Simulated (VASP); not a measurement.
Co (space group P6_3/mmc): computed properties

The numbers are results of r2SCAN+rVV10, VASP's PBE PAW potentials (set 64) (plane waves; VASP), not measurements.

```
Quantity                                                                                Value
----------------------------------  ---------------------------------------------------------
space group                                                                    P6_3/mmc (194)
cell                                a = b = 2.456 Å, c = 4.004 Å, α = β = 90.00°, γ = 120.00°
volume per atom                                                                 10.45 Å³/atom
band gap (over mesh and band path)                   none (metal, semimetal or under 0.01 eV)
cell moment                                                                           3.44 μB
density                                                                            9.36 g/cm³
```

```cif
data_Co2
_chemical_formula_sum 'Co2'
_space_group_name_H-M_alt 'P 1'
_space_group_IT_number 1
_cell_length_a 2.45563
_cell_length_b 2.45563
_cell_length_c 4.00371
_cell_angle_alpha 90.000
_cell_angle_beta 90.000
_cell_angle_gamma 120.000
loop_
_space_group_symop_operation_xyz
  'x, y, z'
loop_
_atom_site_label
_atom_site_type_symbol
_atom_site_fract_x
_atom_site_fract_y
_atom_site_fract_z
_atom_site_occupancy
Co1 Co 0.33333 0.66667 0.25000 1
Co2 Co 0.66667 0.33333 0.75000 1
```
Starting moments (μB, in the order of the record's atoms Co Co): 1.7 1.7.

The structure comes from a measured Co entry (P6_3/mmc) of the Crystallography Open Database, whose conditions weren't checked. It was relaxed first, which changed the volume by -6 %. Symmetry was kept, so distortions that lower it aren't found.
